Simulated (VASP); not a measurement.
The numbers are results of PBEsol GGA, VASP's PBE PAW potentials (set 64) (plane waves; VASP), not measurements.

VASP ran on this input.

File KPOINTS:
```
Regular mesh
0
Gamma
8 8 8
0 0 0
```

**INCAR**
```
ALGO  =  Normal
EDIFF  =  1E-6
EDIFFG  =  -0.02
ENCUT  =  480
GGA  =  PS
IBRION  =  2
ISIF  =  3
ISMEAR  =  1
ISPIN  =  2
LASPH  =  T
LCHARG  =  F
LMAXMIX  =  4
LORBIT  =  10
LREAL  =  F
LWAVE  =  F
MAGMOM  =  3.0 3*0.7
NELM  =  100
NSW  =  60
PREC  =  Accurate
SIGMA  =  0.1
SYSTEM  =  Ni3Fe
```

### POSCAR
```
Ni3Fe
1
    3.4906357789    -0.0000000000     0.0000000000
   -0.0000000000     3.4906357789     0.0000000000
   -0.0000000000    -0.0000000000     3.4906357789
Fe Ni
1 3
Direct
  0.0000000000   0.0000000000   0.0000000000
  0.0000000000   0.5000000000   0.5000000000
  0.5000000000   0.0000000000   0.5000000000
  0.5000000000   0.5000000000   0.0000000000
```

POTCAR, in this order: Fe Ni (PBE.64 set). Program: vasp_std.

What VASP printed:

File OUTCAR:
```
 ion  position               nearest neighbor table
   1  0.000  0.000  0.000-   2 2.47   3 2.47   4 2.47   2 2.47   3 2.47   2 2.47   4 2.47   2 2.47
                             3 2.47   4 2.47   3 2.47   4 2.47
   2  0.000  0.500  0.500-   1 2.47   3 2.47   4 2.47   1 2.47   4 2.47   1 2.47   3 2.47   1 2.47
                             3 2.47   4 2.47   4 2.47   3 2.47
   3  0.500  0.000  0.500-   1 2.47   2 2.47   4 2.47   1 2.47   4 2.47   2 2.47   4 2.47   4 2.47
                             1 2.47   2 2.47   1 2.47   2 2.47
   4  0.500  0.500  0.000-   1 2.47   2 2.47   3 2.47   2 2.47   3 2.47   1 2.47   3 2.47   3 2.47
                             1 2.47   2 2.47   2 2.47   1 2.47
  LATTYP: Found a simple cubic cell.
 ALAT       =     3.4906357789
 Subroutine PRICEL returns:
 Original cell was already a primitive cell.
 Subroutine GETGRP returns: Found 48 space group operations
The static configuration has the point symmetry O_h .
The dynamic configuration has the point symmetry O_h .
The overall configuration has the point symmetry O_h .
 Subroutine INISYM returns: Found 48 space group operations
 Subroutine IBZKPT returns following result:
 Found     35 irreducible k-points:

 Following reciprocal coordinates:
            Coordinates               Weight
  0.000000  0.000000  0.000000      1.000000
  0.125000  0.000000  0.000000      6.000000
  0.250000  0.000000  0.000000      6.000000
  0.375000  0.000000  0.000000      6.000000
  0.500000  0.000000  0.000000      3.000000
  0.125000  0.125000  0.000000     12.000000
  0.250000  0.125000  0.000000     24.000000
  0.375000  0.125000  0.000000     24.000000
  0.500000  0.125000  0.000000     12.000000
  0.250000  0.250000  0.000000     12.000000
  0.375000  0.250000  0.000000     24.000000
  0.500000  0.250000  0.000000     12.000000
  0.375000  0.375000  0.000000     12.000000
  0.500000  0.375000  0.000000     12.000000
  0.500000  0.500000  0.000000      3.000000
  0.125000  0.125000  0.125000      8.000000
  0.250000  0.125000  0.125000     24.000000
...
```

OSZICAR:
```
       N       E                     dE             d eps       ncg     rms          rms(c)
DAV:   1     0.233742478239E+03    0.23374E+03   -0.16516E+04  3808   0.195E+03
DAV:   2    -0.187478707368E+02   -0.25249E+03   -0.24280E+03  3648   0.353E+02
DAV:   3    -0.323583832271E+02   -0.13611E+02   -0.12880E+02  3764   0.113E+02
DAV:   4    -0.325383145188E+02   -0.17993E+00   -0.17964E+00  3938   0.139E+01
DAV:   5    -0.325434957256E+02   -0.51812E-02   -0.51807E-02  5040   0.191E+00    0.227E+01
DAV:   6    -0.286892424139E+02    0.38543E+01   -0.40182E+01  3782   0.980E+01    0.150E+01
DAV:   7    -0.300102631886E+02   -0.13210E+01   -0.12113E+01  4230   0.858E+01    0.216E+01
DAV:   8    -0.276482053504E+02    0.23621E+01   -0.92441E+00  4288   0.503E+01    0.456E+00
DAV:   9    -0.276673975958E+02   -0.19192E-01   -0.45059E-01  4312   0.908E+00    0.283E+00
DAV:  10    -0.276407611771E+02    0.26636E-01   -0.64478E-02  4384   0.654E+00    0.125E+00
DAV:  11    -0.276373287898E+02    0.34324E-02   -0.15616E-02  5628   0.147E+00    0.686E-01
DAV:  12    -0.276376703276E+02   -0.34154E-03   -0.20442E-03  4648   0.891E-01    0.239E-01
DAV:  13    -0.276377043282E+02   -0.34001E-04   -0.45012E-04  4922   0.329E-01    0.733E-02
DAV:  14    -0.276377084658E+02   -0.41376E-05   -0.84550E-05  4716   0.173E-01    0.383E-02
DAV:  15    -0.276377077123E+02    0.75348E-06   -0.14774E-05  5176   0.730E-02    0.974E-03
DAV:  16    -0.276377078735E+02   -0.16121E-06   -0.26738E-06  2324   0.343E-02
   1 F= -.27637708E+02 E0= -.27637599E+02  d E =-.276377E+02  mag=     4.6507
       N       E                     dE             d eps       ncg     rms          rms(c)
DAV:   1    -0.276684556169E+02   -0.30748E-01   -0.34540E-01  3650   0.842E+00    0.183E+00
DAV:   2    -0.277936396188E+02   -0.12518E+00   -0.63334E-01  4154   0.190E+01    0.575E+00
DAV:   3    -0.276406907338E+02    0.15295E+00   -0.37668E-01  4144   0.173E+01    0.105E+00
DAV:   4    -0.276379598346E+02    0.27309E-02   -0.20461E-02  4200   0.229E+00    0.291E-01
DAV:   5    -0.276377124544E+02    0.24738E-03   -0.18195E-03  4682   0.473E-01    0.114E-01
DAV:   6    -0.276375074386E+02    0.20502E-03   -0.16219E-04  4806   0.211E-01    0.369E-02
DAV:   7    -0.276375050678E+02    0.23708E-05   -0.24185E-05  4154   0.531E-02    0.220E-02
DAV:   8    -0.276375053892E+02   -0.32133E-06   -0.41834E-06  3398   0.421E-02
   2 F= -.27637505E+02 E0= -.27637386E+02  d E =0.202484E-03  mag=     4.6297
       N       E                     dE             d eps       ncg     rms          rms(c)
DAV:   1    -0.276478800978E+02   -0.10375E-01   -0.11119E-01  3646   0.481E+00    0.102E+00
DAV:   2    -0.276912191461E+02   -0.43339E-01   -0.23672E-01  4144   0.107E+01    0.378E+00
DAV:   3    -0.276391296877E+02    0.52089E-01   -0.16383E-01  4290   0.988E+00    0.608E-01
DAV:   4    -0.276382142286E+02    0.91546E-03   -0.64418E-03  4280   0.118E+00    0.221E-01
DAV:   5    -0.276380331714E+02    0.18106E-03   -0.53332E-04  5202   0.311E-01    0.878E-02
DAV:   6    -0.276379444830E+02    0.88688E-04   -0.10325E-04  5478   0.146E-01    0.265E-02
DAV:   7    -0.276379442575E+02    0.22543E-06   -0.17256E-05  3930   0.653E-02    0.124E-02
DAV:   8    -0.276379452749E+02   -0.10173E-05   -0.10492E-06  2096   0.156E-02    0.534E-03
DAV:   9    -0.276379460640E+02   -0.78914E-06   -0.75287E-07  1894   0.129E-02
   3 F= -.27637946E+02 E0= -.27637832E+02  d E =-.238190E-03  mag=     4.6416
```

File OUTCAR:
```
------------------------ aborting loop because EDIFF is reached ----------------------------------------
  FORCE on cell =-STRESS in cart. coord.  units (eV):
  Direction    XX          YY          ZZ          XY          YZ          ZX
  --------------------------------------------------------------------------------------
  Total       -0.0026280     -0.0026280     -0.0026280      0.0000000     -0.0000000      0.0000000
  in kB       -0.0992868     -0.0992868     -0.0992868      0.0000000     -0.0000000      0.0000000
  external PRESSURE =      -0.0992868 kB  Pullay stress =       0.0000000 kB
  volume of cell :       42.41
      direct lattice vectors                 reciprocal lattice vectors
     3.487231329  0.000000000  0.000000000     0.286760443 -0.000000000  0.000000000
     0.000000000  3.487231329  0.000000000    -0.000000000  0.286760443  0.000000000
    -0.000000000 -0.000000000  3.487231329    -0.000000000 -0.000000000  0.286760443
 POSITION                                       TOTAL-FORCE (eV/Angst)
 -----------------------------------------------------------------------------------
      0.00000      0.00000      0.00000         0.000000      0.000000      0.000000
     -0.00000      1.74362      1.74362         0.000000     -0.000000      0.000000
      1.74362     -0.00000      1.74362        -0.000000     -0.000000      0.000000
      1.74362      1.74362      0.00000         0.000000      0.000000      0.000000
 -----------------------------------------------------------------------------------
    total drift:                                0.000000      0.000000      0.000000
  FREE ENERGIE OF THE ION-ELECTRON SYSTEM (eV)
  ---------------------------------------------------
  free  energy   TOTEN  =       -27.6379460640 eV

  energy  without entropy=      -27.6376030756  energy(sigma->0) =      -27.63783173

 total charge

# of ion       s       p       d       tot
------------------------------------------
    1        0.496   0.546   6.152   7.194
    2        0.527   0.559   8.346   9.432
    3        0.527   0.559   8.346   9.432
    4        0.527   0.559   8.346   9.432
--------------------------------------------------
tot          2.078   2.223  31.189  35.489

 magnetization (x)

# of ion       s       p       d       tot
------------------------------------------
    1        0.009   0.001   2.819   2.829
    2       -0.016  -0.043   0.660   0.602
    3       -0.016  -0.043   0.660   0.602
    4       -0.016  -0.043   0.660   0.602
--------------------------------------------------
tot         -0.038  -0.127   4.800   4.635

 reached required accuracy - stopping structural energy minimisation
```
(Selected blocks of OUTCAR.)

**CONTCAR**
```
Ni3Fe
   1.00000000000000
     3.4872313286377383    0.0000000000000000    0.0000000000000000
     0.0000000000000000    3.4872313286377383    0.0000000000000000
    -0.0000000000000000   -0.0000000000000000    3.4872313286377383
  Fe              Ni
     1     3
Direct
     0.0000000000000000    0.0000000000000000    0.0000000000000000
     0.0000000000000000    0.5000000000000000    0.5000000000000000
     0.5000000000000000    0.0000000000000000    0.5000000000000000
     0.5000000000000000    0.5000000000000000    0.0000000000000000
```

The compound is Ni3Fe in the L1_2 structure. This run relaxes it. Symmetry was kept, so distortions that lower it aren't found. The start is the result of an earlier pass.
